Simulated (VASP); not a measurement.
VASP ran on this input.

**INCAR**
```
AGGAC = 0.0
ALGO = Normal
EDIFF = 1E-7
ENCUT = 520
GGA = MK
ISIF = 2
ISMEAR = -5
LASPH = .TRUE.
LCHARG = .TRUE.
LMAXMIX = 4
LORBIT = 11
LREAL = .FALSE.
LUSE_VDW = .TRUE.
LWAVE = .FALSE.
NEDOS = 601
NELM = 100
PARAM1 = 0.1234568
PARAM2 = 0.7114
PREC = Accurate
SYSTEM = CdS
ZAB_VDW = -1.8867
```

File KPOINTS:
```
Automatic mesh
0
Gamma
9 9 9
0 0 0
```

POSCAR:
```
CdS
5.8925090
  0.0000000000   0.4999999667   0.4999999667
  0.4999999667   0.0000000000   0.4999999667
  0.4999999667   0.4999999667   0.0000000000
Cd S
1 1
Cartesian
  0.0000000000   0.0000000000   0.0000000000
  0.2499999833   0.2499999833   0.2499999833
```

POTCAR, in this order: Cd S (PBE.64 set). Program: vasp_std.

Question: Write an equivalent input for Quantum ESPRESSO's pw.x.

Answer: One equivalent input (not run):
```
&CONTROL
  calculation = 'scf'
  pseudo_dir = './pseudo'
  outdir = './out'
  tprnfor = .true.
  tstress = .true.
/
&SYSTEM
  ibrav = 0
  nat = 2
  ntyp = 2
  ecutwfc = 102
  occupations = 'tetrahedra'
  input_dft = 'vdw-df2-b86r'
/
&ELECTRONS
  conv_thr = 7.3e-09
  electron_maxstep = 100
/
ATOMIC_SPECIES
  Cd 112.414 Cd.upf
  S 32.060 S.upf
CELL_PARAMETERS angstrom
     0.0000000    2.9462543    2.9462543
     2.9462543    0.0000000    2.9462543
     2.9462543    2.9462543    0.0000000
ATOMIC_POSITIONS crystal
  Cd   0.0000000  0.0000000  0.0000000
  S    0.2500000  0.2500000  0.2500000
K_POINTS automatic
  9 9 9 0 0 0
```
What does not carry over: the potentials are each code's own (VASP's PAW set, PseudoDojo norm-conserving files in pw.x), so ENCUT and ecutwfc are chosen apart and not converted; conv_thr bounds pw.x's estimated SCF error, while EDIFF bounds the energy change between steps.

The compound is CdS in the zinc blende structure, a metastable form; wurtzite is the usual one. It was relaxed first.
